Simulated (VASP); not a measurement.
# Osmium: structure and properties in VASP, part 3 of 4

What structure does Osmium take at this level, and what are its properties? The start is a cell from a database of measured crystal structures.

VASP 6.6.1; PBEsol; plane waves and PAW (Os).

So far. Step 4 (Band structure (PBEsol)): There is no gap at this level. Step 5 (Density of states (PBEsol)): The finer mesh and the other smearing move the Fermi level by +0.08 eV from the 11×11×6 run, one measure of the sampling error in the zero of the bands above. Of the states within 0.3 eV of the Fermi level, the largest shares in the PAW spheres are Os d 89 % and Os p 6 %. The rest lies in smaller channels or between the spheres.

### 6. Vibrations at Γ (PBEsol)

Zone-centre modes test whether the atoms sit at a minimum within this cell. IBRION = 8 takes the force constants from linear response, which needs tightly converged orbitals.

INCAR

```
SYSTEM = Os
PREC = Accurate
ENCUT = 400
EDIFF = 1E-08
NELM = 100
ISMEAR = 1
SIGMA = 0.2
LREAL = .FALSE.
ALGO = Normal
GGA = PS
NBANDS = 14
LORBIT = 11
LWAVE = .FALSE.
LCHARG = .FALSE.
KPAR = 2
IBRION = 8
ISIF = 2
```

POSCAR

```
Os
1.0
    2.7293497425      0.0000000000      0.0000000000
   -1.3646748713      2.3636862129      0.0000000000
    0.0000000000      0.0000000000      4.3121492396
Os
2
Direct
    0.3333333333      0.6666666667      0.2500000000
    0.6666666667      0.3333333333      0.7500000000
```

KPOINTS

```
Automatic mesh
0
Gamma
16 16 9
0 0 0
```

Potentials, in the order of the species: Os (PBE family, release 64).

Command:

```sh
$ mpirun -np 2 vasp_std
```

Log:

```text
[... set-up lines as in an earlier step ...]
 entering main loop
       N       E                     dE             d eps       ncg     rms          rms(c)
DAV:   1     0.779792557378E+02    0.77979E+02   -0.64825E+03  4216   0.889E+02
DAV:   2    -0.222124623474E+02   -0.10019E+03   -0.88706E+02  4406   0.317E+02
DAV:   3    -0.260074939462E+02   -0.37950E+01   -0.36651E+01  5466   0.529E+01
DAV:   4    -0.260368667345E+02   -0.29373E-01   -0.29331E-01  4586   0.479E+00
DAV:   5    -0.260370392140E+02   -0.17248E-03   -0.17247E-03  5504   0.333E-01    0.247E+01
DAV:   6    -0.248447967415E+02    0.11922E+01   -0.11045E+00  5172   0.901E+00    0.111E+01
DAV:   7    -0.244991975574E+02    0.34560E+00   -0.73393E-01  5304   0.723E+00    0.550E-01
DAV:   8    -0.244930026092E+02    0.61949E-02   -0.67833E-03  4274   0.647E-01    0.366E-01
DAV:   9    -0.244899084591E+02    0.30942E-02   -0.18359E-03  4962   0.456E-01    0.494E-02
DAV:  10    -0.244899253010E+02   -0.16842E-04   -0.70949E-05  5292   0.760E-02    0.110E-02
DAV:  11    -0.244899052016E+02    0.20099E-04   -0.45645E-06  4614   0.229E-02    0.152E-03
DAV:  12    -0.244899045281E+02    0.67353E-06   -0.12733E-07  5334   0.368E-03    0.832E-04
DAV:  13    -0.244899044081E+02    0.11992E-06   -0.27472E-09  3126   0.504E-04    0.343E-04
DAV:  14    -0.244899043736E+02    0.34566E-07   -0.33470E-10  2478   0.154E-04    0.136E-04
DAV:  15    -0.244899043593E+02    0.14248E-07   -0.10679E-10  2298   0.121E-04    0.107E-04
DAV:  16    -0.244899043521E+02    0.72255E-08   -0.14929E-11  2316   0.413E-05
   1 F= -.24489904E+02 E0= -.24490450E+02  d E =0.163721E-02
 Linear response reoptimize wavefunctions to high precision
DAV:   1    -0.244899043525E+02   -0.43610E-09   -0.25519E-12  2442   0.180E-05
DAV:   2    -0.244899043525E+02   -0.29559E-11   -0.50268E-13  2280   0.694E-06
 Linear response DOF=           2
 Linear response progress:
  Degree of freedom:   1/  2
       N       E                     dE             d eps       ncg     rms          rms(c)
RMM:   1    -0.192817707729E+00   -0.19282E+00   -0.11274E-01 30335   0.250E+00
RMM:   2    -0.189197220624E+00    0.36205E-02   -0.17586E-03 24921   0.520E-01    0.150E-01
RMM:   3    -0.187941362530E+00    0.12559E-02   -0.50864E-04 28317   0.155E-01    0.848E-02
RMM:   4    -0.187204178051E+00    0.73718E-03   -0.77894E-04 28649   0.186E-01    0.108E-02
RMM:   5    -0.187272400624E+00   -0.68223E-04   -0.16114E-05 29249   0.288E-02    0.459E-03
RMM:   6    -0.187250776225E+00    0.21624E-04   -0.14519E-06 29360   0.824E-03    0.155E-03
RMM:   7    -0.187244685893E+00    0.60903E-05   -0.97716E-08 30004   0.248E-03    0.772E-04
RMM:   8    -0.187240737361E+00    0.39485E-05   -0.61086E-08 29538   0.111E-03    0.101E-04
RMM:   9    -0.187240522905E+00    0.21446E-06   -0.52344E-08 30414   0.237E-04    0.295E-05
RMM:  10    -0.187240489267E+00    0.33638E-07   -0.62363E-08 30313   0.883E-05    0.455E-06
RMM:  11    -0.187240460429E+00    0.28838E-07   -0.26695E-08 30631   0.502E-05    0.169E-06
RMM:  12    -0.187240473110E+00   -0.12680E-07   -0.24164E-08 23851   0.437E-05    0.347E-07
RMM:  13    -0.187240473181E+00   -0.71793E-10   -0.19169E-08 13842   0.428E-05    0.121E-07
 first order change of Fermi-energy  -0.13817E-04
 force on displaced ion       1 direction 1 : -10.104   0.000   0.000
 Linear response progress:
  Degree of freedom:   2/  2
       N       E                     dE             d eps       ncg     rms          rms(c)
RMM:   1    -0.246768304128E+00   -0.24677E+00   -0.14356E-01 11231   0.264E+00
RMM:   2    -0.237843090009E+00    0.89252E-02   -0.31664E-03  8797   0.731E-01    0.179E-01
RMM:   3    -0.237478722882E+00    0.36437E-03   -0.54520E-04 10524   0.149E-01    0.101E-01
RMM:   4    -0.237562180288E+00   -0.83457E-04   -0.45797E-04 10530   0.145E-01    0.114E-02
RMM:   5    -0.237612954138E+00   -0.50774E-04   -0.42243E-06 10858   0.177E-02    0.576E-03
RMM:   6    -0.237618995629E+00   -0.60415E-05   -0.36046E-07 10672   0.404E-03    0.391E-03
RMM:   7    -0.237633633295E+00   -0.14638E-04   -0.46947E-07 10780   0.440E-03    0.410E-04
RMM:   8    -0.237630865600E+00    0.27677E-05   -0.63354E-08 10904   0.790E-04    0.149E-04
RMM:   9    -0.237629304037E+00    0.15616E-05   -0.53593E-08 10874   0.270E-04    0.412E-05
RMM:  10    -0.237629275270E+00    0.28767E-07   -0.60125E-08 10356   0.160E-04    0.348E-06
RMM:  11    -0.237629295563E+00   -0.20292E-07   -0.69590E-08 11072   0.885E-05    0.298E-06
RMM:  12    -0.237629292565E+00    0.29973E-08   -0.64387E-08 10526   0.741E-05    0.302E-07
 first order change of Fermi-energy   0.11531E-03
 force on displaced ion       1 direction 3 :   0.000  -0.000 -17.271
 Linear response finished
```

It took 2.8 min on 2 MPI ranks of AMD EPYC 7R43, shared host; peak memory 0.8 GiB.

OUTCAR, selected parts (step 6):

```text
   k-points           NKPTS =    150   k-points in BZ     NKDIM =    150   number of bands    NBANDS=     14

   NELECT =      16.0000    total number of electrons

  Total       -0.0281475     -0.0281475     -0.0927013      0.0000000      0.0000000      0.0000000
  in kB       -1.6210893     -1.6210893     -5.3389209      0.0000000      0.0000000      0.0000000
  external PRESSURE =      -2.8603665 kB  Pullay stress =       0.0000000 kB

 Eigenvectors and eigenvalues of the dynamical matrix
 ----------------------------------------------------

   1 f  =    6.662319 THz    41.860582 2PiTHz  222.231026 cm-1    27.553123 meV
             X         Y         Z           dx          dy          dz
     -0.000000  1.575791  1.078037     0.000000    0.000000   -0.707107
      1.364675  0.787895  3.234112     0.000000    0.000000    0.707107

   2 f  =    5.095840 THz    32.018110 2PiTHz  169.978941 cm-1    21.074693 meV
             X         Y         Z           dx          dy          dz
     -0.000000  1.575791  1.078037    -0.190296    0.681019    0.000000
      1.364675  0.787895  3.234112     0.190296   -0.681019    0.000000

   3 f  =    5.095840 THz    32.018110 2PiTHz  169.978941 cm-1    21.074693 meV
             X         Y         Z           dx          dy          dz
     -0.000000  1.575791  1.078037    -0.681019   -0.190296    0.000000
      1.364675  0.787895  3.234112     0.681019    0.190296    0.000000

   4 f  =    0.000000 THz     0.000000 2PiTHz    0.000002 cm-1     0.000000 meV
             X         Y         Z           dx          dy          dz
     -0.000000  1.575791  1.078037     0.256840    0.658812    0.000000
      1.364675  0.787895  3.234112     0.256840    0.658812    0.000000

   5 f/i=    0.000000 THz     0.000000 2PiTHz    0.000001 cm-1     0.000000 meV
             X         Y         Z           dx          dy          dz
     -0.000000  1.575791  1.078037     0.658812   -0.256840    0.000000
      1.364675  0.787895  3.234112     0.658812   -0.256840    0.000000

   6 f/i=    0.000000 THz     0.000000 2PiTHz    0.000001 cm-1     0.000000 meV
             X         Y         Z           dx          dy          dz
     -0.000000  1.575791  1.078037     0.000000    0.000000    0.707107
      1.364675  0.787895  3.234112     0.000000    0.000000    0.707107

 ELASTIC MODULI CONTR FROM IONIC RELAXATION (kBar)
 Direction    XX          YY          ZZ          XY          YZ          ZX
 --------------------------------------------------------------------------------
 XX         -57.1969     57.1969     -0.0000      0.0000      0.0000      0.0000
 YY          57.1969    -57.1969      0.0000      0.0000     -0.0000     -0.0000
 ZZ          -0.0000      0.0000     -0.0000     -0.0000      0.0000      0.0000
 XY           0.0000      0.0000     -0.0000    -57.1969      0.0000      0.0000
 YZ           0.0000     -0.0000      0.0000      0.0000     -0.0000     -0.0000
 ZX           0.0000     -0.0000      0.0000      0.0000     -0.0000     -0.0000
 --------------------------------------------------------------------------------

[... 9 parts as in an earlier step ...]

[... 2 further parts left out ...]
```

Energies printed during the response cycles are not total energies of the cell.

This step gave:

```
bands                     : 14
pressure of the cell      : -0.2860 GPa
largest force of the cell : 0 eV/Å
Fermi energy              : 9.404 eV
```

Modes at Γ:

```
mode  frequency (cm⁻¹)  symmetry
   1               0.0  acoustic
   2               0.0  acoustic
   3               0.0  acoustic
   4             170.0       E2g
   5             170.0       E2g
   6             222.2        Bg
```

Displacements in mode 4 (170.0 cm⁻¹), the largest set to 1:
```
Os1 -1.00 -0.28  0.00
Os2  1.00  0.28  0.00
```

Displacements in mode 6 (222.2 cm⁻¹), the largest set to 1:
```
Os1  0.00  0.00 -1.00
Os2  0.00  0.00  1.00
```

The three acoustic modes come out at zero, and all others are real. By the characters of their eigenvectors the optical modes sort into (cm⁻¹) Raman active: E2g 170; silent: Bg 222. B labels carry no number here, since it depends on the setting of the axes. With a centre of inversion no mode is active in both.

### 7. Volume scan with PBEsol, volume scale 0.94

An equation of state needs energies on both sides of the minimum, all on one mesh and cutoff.

INCAR: that of step 6 with these lines changed.

```diff
@@ -3,3 +3,3 @@
 ENCUT = 400
-EDIFF = 1E-08
+EDIFF = 1E-06
 NELM = 100
@@ -15,3 +15,2 @@
 KPAR = 2
-IBRION = 8
 ISIF = 2
```

POSCAR

```
Os
1.0
    2.6736330936      0.0000000000      0.0000000000
   -1.3368165468      2.3154341795      0.0000000000
    0.0000000000      0.0000000000      4.2241214938
Os
2
Direct
    0.3333333333      0.6666666667      0.2500000000
    0.6666666667      0.3333333333      0.7500000000
```

KPOINTS

```
Automatic mesh
0
Gamma
11 11 6
0 0 0
```

Command:

```sh
$ mpirun -np 2 vasp_std
```

Log:

```text
[... set-up lines as in an earlier step ...]
 entering main loop
       N       E                     dE             d eps       ncg     rms          rms(c)
DAV:   1     0.821460790088E+02    0.82146E+02   -0.64140E+03  1792   0.889E+02
DAV:   2    -0.220327380755E+02   -0.10418E+03   -0.92704E+02  1852   0.326E+02
DAV:   3    -0.257235496628E+02   -0.36908E+01   -0.35850E+01  2380   0.524E+01
DAV:   4    -0.257494666890E+02   -0.25917E-01   -0.25896E-01  1968   0.449E+00
DAV:   5    -0.257496161971E+02   -0.14951E-03   -0.14950E-03  2340   0.312E-01    0.284E+01
DAV:   6    -0.246720158208E+02    0.10776E+01   -0.85085E-01  2236   0.788E+00    0.137E+01
DAV:   7    -0.243192717074E+02    0.35274E+00   -0.67813E-01  2248   0.688E+00    0.682E-01
DAV:   8    -0.243115015603E+02    0.77701E-02   -0.84883E-03  1822   0.789E-01    0.295E-01
DAV:   9    -0.243105526161E+02    0.94894E-03   -0.11434E-03  2200   0.358E-01    0.353E-02
DAV:  10    -0.243105393698E+02    0.13246E-04   -0.22373E-05  2092   0.351E-02    0.725E-03
DAV:  11    -0.243105281046E+02    0.11265E-04   -0.24140E-06  1984   0.195E-02    0.129E-03
DAV:  12    -0.243105275068E+02    0.59789E-06   -0.81542E-08  1064   0.324E-03
   1 F= -.24310528E+02 E0= -.24310051E+02  d E =-.143039E-02
```

Wall time 8 s (2 MPI ranks); peak memory 0.22 GiB; 15 s of CPU time.

From OUTCAR (step 7):

```text
   ENCUT  =  400.0 eV  29.40 Ry    5.42 a.u.   4.36  4.36  6.89*2*pi/ulx,y,z

   NELECT =      16.0000    total number of electrons

 E-fermi :  10.3149

 k-point     1 :       0.0000    0.0000    0.0000
  band No.  band energies     occupation
    ...
      5       7.2579      2.00000
      6       7.9187      2.00000
      7       7.9187      2.00000
      8       8.6447      2.00000
      9       8.6447      2.00000
     10      10.3865      0.43525
     11      12.2428     -0.00000
     12      12.2428     -0.00000
     13      20.2406      0.00000
     14      24.3634      0.00000

  Total        5.0693094      5.0693094      5.4444319      0.0000000     -0.0000000      0.0000000
  in kB      310.5909050    310.5909050    333.5742416      0.0000000     -0.0000000      0.0000000
  external PRESSURE =     318.2520172 kB  Pullay stress =       0.0000000 kB

 POSITION                                       TOTAL-FORCE (eV/Angst)
 -----------------------------------------------------------------------------------
     -0.00000      1.54362      1.05603         0.000000     -0.000000      0.000000
      1.33682      0.77181      3.16809        -0.000000      0.000000      0.000000
 -----------------------------------------------------------------------------------
    total drift:                               -0.000000      0.000000     -0.000000

  FREE ENERGIE OF THE ION-ELECTRON SYSTEM (eV)
  ---------------------------------------------------
  free  energy   TOTEN  =       -24.3105275068 eV

  energy  without entropy=      -24.3090971132  energy(sigma->0) =      -24.31005071

[... 4 parts as in an earlier step ...]

[... 12 further parts left out ...]
```

The scan keeps the cell's shape and the fractional positions fixed.

This step gave:

```
irreducible k-points    : 64
free energy (TOTEN)     : -24.31 eV
energy at zero smearing : -24.31 eV
Fermi energy            : 10.31 eV
pressure                : 31.83 GPa
```

The pressure here is 31.83 GPa.

### 8. Volume scan with PBEsol, volume scale 0.96

INCAR is that of step 7.

POSCAR

```
Os
1.0
    2.6924621160      0.0000000000      0.0000000000
   -1.3462310581      2.3317405913      0.0000000000
    0.0000000000      0.0000000000      4.2538698084
Os
2
Direct
    0.3333333333      0.6666666667      0.2500000000
    0.6666666667      0.3333333333      0.7500000000
```

KPOINTS is that of step 7.

Command:

```sh
$ mpirun -np 2 vasp_std
```

Log:

```text
[... set-up lines as in an earlier step ...]
 entering main loop
       N       E                     dE             d eps       ncg     rms          rms(c)
DAV:   1     0.818038810635E+02    0.81804E+02   -0.64451E+03  1792   0.890E+02
DAV:   2    -0.221342707161E+02   -0.10394E+03   -0.92689E+02  1870   0.326E+02
DAV:   3    -0.258468761790E+02   -0.37126E+01   -0.35629E+01  2320   0.520E+01
DAV:   4    -0.258726625171E+02   -0.25786E-01   -0.25760E-01  1966   0.456E+00
DAV:   5    -0.258728122359E+02   -0.14972E-03   -0.14967E-03  2350   0.313E-01    0.271E+01
DAV:   6    -0.247576702693E+02    0.11151E+01   -0.93339E-01  2242   0.827E+00    0.128E+01
DAV:   7    -0.244094070621E+02    0.34826E+00   -0.70120E-01  2242   0.700E+00    0.646E-01
DAV:   8    -0.244023718518E+02    0.70352E-02   -0.74022E-03  1822   0.708E-01    0.357E-01
DAV:   9    -0.244004095444E+02    0.19623E-02   -0.16196E-03  2128   0.428E-01    0.400E-02
DAV:  10    -0.244004169692E+02   -0.74248E-05   -0.41083E-05  2176   0.523E-02    0.826E-03
DAV:  11    -0.244004008549E+02    0.16114E-04   -0.36427E-06  2036   0.227E-02    0.131E-03
DAV:  12    -0.244004001614E+02    0.69353E-06   -0.85185E-08  1094   0.325E-03
   1 F= -.24400400E+02 E0= -.24399792E+02  d E =-.182319E-02
```

It took 8 s on 2 MPI ranks; peak memory 0.21 GiB.

Parts of OUTCAR (step 8):

```text
   ENCUT  =  400.0 eV  29.40 Ry    5.42 a.u.   4.39  4.39  6.94*2*pi/ulx,y,z

   NELECT =      16.0000    total number of electrons

 E-fermi :   9.9779

 k-point     1 :       0.0000    0.0000    0.0000
  band No.  band energies     occupation
    ...
      6       7.6550      2.00000
      7       7.6550      2.00000
      8       8.3580      2.00000
      9       8.3580      2.00000
     10      10.0359      0.53080
     11      11.8476     -0.00000
     12      11.8476     -0.00000
     13      19.6388      0.00000
     14      24.0423      0.00000

  Total        3.2397976      3.2397976      3.4900305     -0.0000000      0.0000000     -0.0000000
  in kB      194.3633762    194.3633762    209.3754607     -0.0000000      0.0000000     -0.0000000
  external PRESSURE =     199.3674044 kB  Pullay stress =       0.0000000 kB

 POSITION                                       TOTAL-FORCE (eV/Angst)
 -----------------------------------------------------------------------------------
     -0.00000      1.55449      1.06347        -0.000000      0.000000      0.000000
      1.34623      0.77725      3.19040         0.000000     -0.000000      0.000000
 -----------------------------------------------------------------------------------
    total drift:                                0.000000     -0.000000     -0.000000

  FREE ENERGIE OF THE ION-ELECTRON SYSTEM (eV)
  ---------------------------------------------------
  free  energy   TOTEN  =       -24.4004001614 eV

  energy  without entropy=      -24.3985769737  energy(sigma->0) =      -24.39979243

[... 4 parts as in an earlier step ...]

[... 12 further parts left out ...]
```

This step gave:

```
free energy (TOTEN)     : -24.40 eV
energy at zero smearing : -24.40 eV
Fermi energy            : 9.978 eV
pressure                : 19.94 GPa
```

The pressure falls from 31.83 to 19.94 GPa.

The run ends at a pressure of 19.94 GPa.

### 9. Volume scan with PBEsol, volume scale 0.98

INCAR is that of step 8.

POSCAR

```
Os
1.0
    2.7110314071      0.0000000000      0.0000000000
   -1.3555157036      2.3478220690      0.0000000000
    0.0000000000      0.0000000000      4.2832077687
Os
2
Direct
    0.3333333333      0.6666666667      0.2500000000
    0.6666666667      0.3333333333      0.7500000000
```

KPOINTS is that of step 8.

Command:

```sh
$ mpirun -np 2 vasp_std
```

Log:

```text
[... set-up lines as in an earlier step ...]
 entering main loop
       N       E                     dE             d eps       ncg     rms          rms(c)
DAV:   1     0.783885252849E+02    0.78389E+02   -0.63682E+03  1792   0.887E+02
DAV:   2    -0.220841179149E+02   -0.10047E+03   -0.88988E+02  1882   0.319E+02
DAV:   3    -0.259246309218E+02   -0.38405E+01   -0.36965E+01  2332   0.527E+01
DAV:   4    -0.259577288907E+02   -0.33098E-01   -0.32916E-01  1972   0.481E+00
[...]
DAV:  10    -0.244513449876E+02   -0.14909E-04   -0.58155E-05  2230   0.665E-02    0.943E-03
DAV:  11    -0.244513265494E+02    0.18438E-04   -0.42018E-06  1996   0.231E-02    0.146E-03
DAV:  12    -0.244513258744E+02    0.67501E-06   -0.96843E-08  1076   0.330E-03
   1 F= -.24451326E+02 E0= -.24450594E+02  d E =-.219698E-02
```

The job ended after 8 s (2 MPI ranks; peak memory 0.22 GiB; 15 s of CPU time).

From OUTCAR (step 9):

```text
  Total        1.5495875      1.5495875      1.6832991     -0.0000000      0.0000000      0.0000000
  in kB       91.0663262     91.0663262     98.9243035     -0.0000000      0.0000000      0.0000000
  external PRESSURE =      93.6856520 kB  Pullay stress =       0.0000000 kB

 POSITION                                       TOTAL-FORCE (eV/Angst)
 -----------------------------------------------------------------------------------
     -0.00000      1.56521      1.07080        -0.000000      0.000000      0.000000
      1.35552      0.78261      3.21241         0.000000     -0.000000      0.000000
 -----------------------------------------------------------------------------------
    total drift:                                0.000000     -0.000000     -0.000000

  FREE ENERGIE OF THE ION-ELECTRON SYSTEM (eV)
  ---------------------------------------------------
  free  energy   TOTEN  =       -24.4513258744 eV

  energy  without entropy=      -24.4491288980  energy(sigma->0) =      -24.45059355

[... 1 part as in an earlier step ...]

[... 2 further parts left out ...]
[key lines of the parts left out:]
E-fermi :   9.6538
```

The pressure falls from 19.94 to 9.37 GPa.

The run ends at a pressure of 9.37 GPa.

[end of part 3 of 4]

[Lines on the potential files, build, host, timing and source positions are cut from VASP's logs without a mark.]

[Logs are printed without paths, hosts, clocks, repeated set-up lines and the standing remarks that a program may print on its own settings, such as how far it seeks lower states.]

[Hosts, paths, dates, database ids (printed as entryN), source tags and the programs' standing remarks are cut or masked in the printed files.]

[A measured line is paired with the nearest computed mode of its activity, which favours agreement.]
